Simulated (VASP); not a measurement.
Output of a VASP run:

File OUTCAR:
```
 ion  position               nearest neighbor table
   1  0.500  0.500  0.500-   2 3.08   2 3.08   2 3.08   2 3.08   2 3.08   2 3.08   2 3.08   2 3.08
  LATTYP: Found a simple cubic cell.
 ALAT       =     3.5564200000
 Subroutine PRICEL returns:
 Original cell was already a primitive cell.
 Subroutine GETGRP returns: Found 48 space group operations
The static configuration has the point symmetry O_h .
The dynamic configuration has the point symmetry O_h .
The overall configuration has the point symmetry O_h .
 Subroutine INISYM returns: Found 48 space group operations
 Subroutine IBZKPT returns following result:
 Found     20 irreducible k-points:

 Following reciprocal coordinates:
            Coordinates               Weight
  0.000000  0.000000  0.000000      1.000000
  0.142857  0.000000  0.000000      6.000000
  0.285714  0.000000  0.000000      6.000000
  0.428571  0.000000  0.000000      6.000000
  0.142857  0.142857  0.000000     12.000000
  0.285714  0.142857  0.000000     24.000000
  0.428571  0.142857  0.000000     24.000000
  0.285714  0.285714  0.000000     12.000000
  0.428571  0.285714  0.000000     24.000000
  0.428571  0.428571  0.000000     12.000000
  0.142857  0.142857  0.142857      8.000000
  0.285714  0.142857  0.142857     24.000000
  0.428571  0.142857  0.142857     24.000000
  0.285714  0.285714  0.142857     24.000000
  0.428571  0.285714  0.142857     48.000000
  0.428571  0.428571  0.142857     24.000000
  0.285714  0.285714  0.285714      8.000000
  0.428571  0.285714  0.285714     24.000000
  0.428571  0.428571  0.285714     24.000000
  0.428571  0.428571  0.428571      8.000000
   k-points           NKPTS =     20   k-points in BZ     NKDIM =     20   number of bands    NBANDS=     23
   number of dos      NEDOS =    301   number of ions     NIONS =      2
   total plane-waves  NPLWV =   8000
   dimension x,y,z NGX =    20 NGY =   20 NGZ =   20
   dimension x,y,z NGXF=    40 NGYF=   40 NGZF=   40
   ions per type =               1   1
   PREC   = accura    normal or accurate (medium, high low for compatibility)
   ISTART =      0    job   : 0-new  1-cont  2-samecut
   ICHARG =      2    charge: 1-file 2-atom 10-const
   ISPIN  =      2    spin polarized calculation?
   LNONCOLLINEAR =      F non collinear calculations
   LSORBIT =      F    spin-orbit coupling
   INIWAV =      1    electr: 0-lowe 1-rand  2-diag
   ENCUT  =  300.0 eV  22.05 Ry    4.70 a.u.   5.02  5.02  5.02*2*pi/ulx,y,z
   NELM   =    100;   NELMIN=  2; NELMDL= -5     # of ELM steps
   EDIFF  = 0.1E-05   stopping-criterion for ELM
   LREAL  =      F    real-space projection
   NLSPLINE    = F    spline interpolate recip. space projectors
   LMAXMIX     =    6 max onsite mixed and CHGCAR
   VOSKOWN=      0    Vosko Wilk Nusair interpolation
   EDIFFG = 0.1E-04   stopping-criterion for IOM
   NSW    =      0    number of steps for IOM
   NBLOCK =      1;   KBLOCK =      1    inner block; outer block
   IBRION =     -1    ionic relax: 0-MD 1-quasi-New 2-CG
   NFREE  =      0    steps in history (QN), initial steepest desc. (CG)
   ISIF   =      2    stress and relaxation
   ISYM   =      2    0-nonsym 1-usesym 2-fastsym
   TEIN   =    0.0    initial temperature
   TEBEG  =    0.0;   TEEND  =   0.0 temperature during run
   SMASS  =  -3.00    Nose mass-parameter (am)
   PSTRESS=    0.0 pullay stress
   NELECT =      36.0000    total number of electrons
   EFERMI =   0.00;   METHOD = LEGACY
   ISMEAR =    -1;   SIGMA  =   0.10  broadening in eV -4-tet -1-fermi 0-gaus
   IALGO  =     38    algorithm
   LDIAG  =      T    sub-space diagonalisation (order eigenvalues)
   IMIX   =      4    mixing-type and parameters
     AMIX     =   0.40;   BMIX     =  1.00
     AMIX_MAG =   1.60;   BMIX_MAG =  1.00
     AMIN     =   0.10
   GGA     = PS    functional components
   VOSKOWN =     0    Vosko Wilk Nusair interpolation
   LHFCALC =     F    Hartree Fock is set to
   LHFONE  =     F    Hartree Fock one center treatment
...
```

File OSZICAR:
```
       N       E                     dE             d eps       ncg     rms          rms(c)
DAV:   1     0.147681042006E+03    0.14768E+03   -0.10752E+04  2413   0.375E+03
DAV:   2     0.899707461615E+01   -0.13868E+03   -0.13546E+03  2152   0.363E+02
DAV:   3    -0.406203122358E+01   -0.13059E+02   -0.12901E+02  2183   0.955E+01
DAV:   4    -0.623081747733E+01   -0.21688E+01   -0.21585E+01  3524   0.301E+01
DAV:   5    -0.630034660894E+01   -0.69529E-01   -0.69391E-01  2581   0.556E+00    0.260E+01
DAV:   6    -0.622820865749E+01    0.72138E-01   -0.15059E+00  2358   0.238E+01    0.183E+01
DAV:   7    -0.764477833058E+01   -0.14166E+01   -0.65156E+00  1997   0.623E+01    0.153E+01
DAV:   8    -0.638165877985E+01    0.12631E+01   -0.16916E+00  2057   0.326E+01    0.475E+00
DAV:   9    -0.614375955899E+01    0.23790E+00   -0.77598E-01  2181   0.196E+01    0.305E+00
DAV:  10    -0.617678922841E+01   -0.33030E-01   -0.19267E-01  2410   0.949E+00    0.367E+00
DAV:  11    -0.616602440369E+01    0.10765E-01   -0.37612E-02  3074   0.163E+00    0.319E+00
DAV:  12    -0.616770360673E+01   -0.16792E-02   -0.33071E-03  2843   0.278E-01    0.331E+00
DAV:  13    -0.616660681879E+01    0.10968E-02   -0.11293E-04  2925   0.114E-01    0.329E+00
DAV:  14    -0.614093686200E+01    0.25670E-01   -0.18262E-02  2271   0.362E+00    0.261E+00
DAV:  15    -0.614069189811E+01    0.24496E-03   -0.75932E-03  3273   0.145E+00    0.278E+00
DAV:  16    -0.614026439037E+01    0.42751E-03   -0.11489E-03  2655   0.372E-01    0.232E+00
DAV:  17    -0.614018575578E+01    0.78635E-04   -0.25273E-04  2866   0.248E-01    0.178E+00
DAV:  18    -0.613997458124E+01    0.21117E-03   -0.10949E-03  2795   0.565E-01    0.246E-01
DAV:  19    -0.613984116632E+01    0.13341E-03   -0.26057E-04  2939   0.280E-01    0.167E-01
DAV:  20    -0.613981764402E+01    0.23522E-04   -0.26788E-05  2904   0.895E-02    0.114E-01
DAV:  21    -0.613981829115E+01   -0.64712E-06   -0.16845E-05  2970   0.817E-02    0.712E-02
DAV:  22    -0.613981645021E+01    0.18409E-05   -0.62826E-06  2310   0.347E-02    0.212E-02
DAV:  23    -0.613981616732E+01    0.28288E-06   -0.62688E-07  1337   0.138E-02
   1 F= -.61398162E+01 E0= -.60820025E+01  d E =-.115627E+00  mag=     0.0001
```

File OUTCAR:
```
------------------------ aborting loop because EDIFF is reached ----------------------------------------
  FORCE on cell =-STRESS in cart. coord.  units (eV):
  Direction    XX          YY          ZZ          XY          YZ          ZX
  --------------------------------------------------------------------------------------
  Total       -1.0054908     -1.0054908     -1.0054908     -0.0000000     -0.0000000      0.0000000
  in kB      -35.8137289    -35.8137289    -35.8137289     -0.0000000     -0.0000000      0.0000000
  external PRESSURE =     -35.8137289 kB  Pullay stress =       0.0000000 kB
  volume of cell :       44.98
      direct lattice vectors                 reciprocal lattice vectors
     3.556420000  0.000000000  0.000000000     0.281181638  0.000000000  0.000000000
     0.000000000  3.556420000  0.000000000     0.000000000  0.281181638  0.000000000
     0.000000000  0.000000000  3.556420000     0.000000000  0.000000000  0.281181638
 POSITION                                       TOTAL-FORCE (eV/Angst)
 -----------------------------------------------------------------------------------
      1.77821      1.77821      1.77821         0.000000      0.000000      0.000000
      0.00000      0.00000      0.00000         0.000000      0.000000      0.000000
 -----------------------------------------------------------------------------------
    total drift:                               -0.000000      0.000000      0.000000
  FREE ENERGIE OF THE ION-ELECTRON SYSTEM (eV)
  ---------------------------------------------------
  free  energy   TOTEN  =        -6.1398161673 eV

  energy  without entropy=       -6.0241888084  energy(sigma->0) =       -6.08200249

 total charge

# of ion       s       p       d       f       tot
--------------------------------------------------
    1        0.699   0.387   9.679   0.000  10.765
    2        2.189   6.011   0.379  13.521  22.099
--------------------------------------------------
tot          2.888   6.398  10.057  13.521  32.864

 magnetization (x)

# of ion       s       p       d       f       tot
--------------------------------------------------
    1       -0.000  -0.000  -0.000   0.000  -0.000
    2        0.000  -0.000   0.000   0.000   0.000
--------------------------------------------------
tot          0.000  -0.000   0.000   0.000   0.000
```
(Selected blocks of OUTCAR.)

POSCAR:
```
YbZn
1
    3.5564200000     0.0000000000     0.0000000000
    0.0000000000     3.5564200000     0.0000000000
    0.0000000000     0.0000000000     3.5564200000
Zn Yb
1 1
Direct
  0.5000000000   0.5000000000   0.5000000000
  0.0000000000   0.0000000000   0.0000000000
```

Task: Reconstruct the remaining input files.

Result: One answer among several that fit: the input of the run itself, PBEsol GGA, plane waves, VASP's PBE PAW potentials (set 64).

KPOINTS:
```
Automatic mesh
0
Gamma
7 7 7
0 0 0
```

INCAR:
```
GGA=PS   # PBEsol
ALGO=Normal
LCHARG=.FALSE.
SIGMA=0.1
LREAL=.FALSE.   # projection in real space or not
MAGMOM=0.0 1.0
ENCUT=300   # plane-wave cut-off (eV)
PREC=Accurate
LMAXMIX=6   # l cut-off of mixed one-centre charges
SYSTEM=YbZn
ISMEAR=-1   # Fermi-Dirac
LORBIT=11   # lm-projected
ISIF=2   # forces and stress, cell fixed
LWAVE=.FALSE.
LASPH=.TRUE.
ISPIN=2
NELM=100   # most electronic steps
EDIFF=1E-6
```

POTCAR, in this order: Zn Yb (PBE.64 set). Program: vasp_std.

At this cut-off the stress carries a Pulay error, which pulls relaxed volumes low.

The structure comes from a measured YbZn entry of the Crystallography Open Database, whose conditions weren't checked. The cell was not relaxed at this level, and its volume differs by -5.9 % from the start's.
